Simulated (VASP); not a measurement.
Given:

```
CELL_PARAMETERS angstrom
      4.22445     2.11033     2.11033
      2.11033     4.22445     2.11033
      2.11033     2.11033     4.22445
ATOMIC_POSITIONS crystal
  Ni 0.00000 0.00000 0.00000
  Ni 0.50000 0.50000 0.50000
  O  0.25000 0.25000 0.25000
  O  0.75000 0.75000 0.75000
```
Starting moments (μB, in the order of the record's atoms Ni Ni O O): 1.4 -1.4 0.0 0.0.

Method: revPBE GGA, VASP's PBE PAW potentials (set 64) (plane waves; VASP). Settings: 520 eV cut-off, Gaussian smearing of 0.050 eV, potentials Ni O.

Problem. Give the spin-up energies of bands 6 to 19 at the high-symmetry points, in eV from the valence-band maximum.

Solution. 
```tsv
band	Γ	T	H2	L	S0	F
6	-2.08	-4.21	-5.09	-4.54	-5.00	-4.62
7	-2.08	-3.41	-4.41	-4.45	-4.49	-3.34
8	-2.06	-3.41	-4.24	-3.81	-4.26	-3.33
9	-1.77	-1.67	-1.36	-1.84	-1.35	-2.48
10	-1.77	-1.67	-1.27	-1.24	-1.22	-1.37
11	-1.66	-1.27	-1.17	-0.97	-1.18	-1.14
12	-1.43	-0.71	-0.86	-0.89	-0.87	-0.88
13	-1.43	-0.71	-0.55	-0.52	-0.57	-0.79
14	-0.53	-0.58	-0.37	-0.30	-0.40	-0.38
15	-0.53	-0.07	-0.21	-0.23	-0.22	-0.21
16	-0.28	-0.07	-0.13	-0.08	-0.13	-0.10
17	2.08	1.61	1.62	1.59	1.64	2.13
18	2.08	1.61	1.70	1.59	1.70	2.20
19	2.12	4.78	8.96	7.99	9.07	6.23
```

Problem. Give the spin-down energies of bands 6 to 19 at the high-symmetry points, in eV from the valence-band maximum.

Solution. 
```tsv
band	Γ	T	H2	L	S0	F
6	-2.08	-4.21	-5.09	-4.54	-5.00	-4.62
7	-2.08	-3.41	-4.41	-4.45	-4.49	-3.34
8	-2.06	-3.41	-4.24	-3.81	-4.26	-3.33
9	-1.77	-1.67	-1.36	-1.84	-1.35	-2.48
10	-1.77	-1.67	-1.27	-1.24	-1.22	-1.37
11	-1.66	-1.27	-1.17	-0.97	-1.18	-1.14
12	-1.43	-0.71	-0.86	-0.89	-0.87	-0.88
13	-1.43	-0.71	-0.55	-0.52	-0.57	-0.79
14	-0.53	-0.58	-0.37	-0.30	-0.40	-0.38
15	-0.53	-0.07	-0.21	-0.23	-0.22	-0.21
16	-0.28	-0.07	-0.13	-0.08	-0.13	-0.10
17	2.08	1.61	1.62	1.59	1.64	2.13
18	2.08	1.61	1.70	1.59	1.70	2.20
19	2.12	4.78	8.96	7.99	9.07	6.23
```

The gap is indirect, 1.28 eV, from the valence maximum at F-Γ at 0.55 to the conduction minimum at Γ-S0 at 0.73.

The compound is NiO in the rock salt, AFM-II order structure. It was relaxed first.
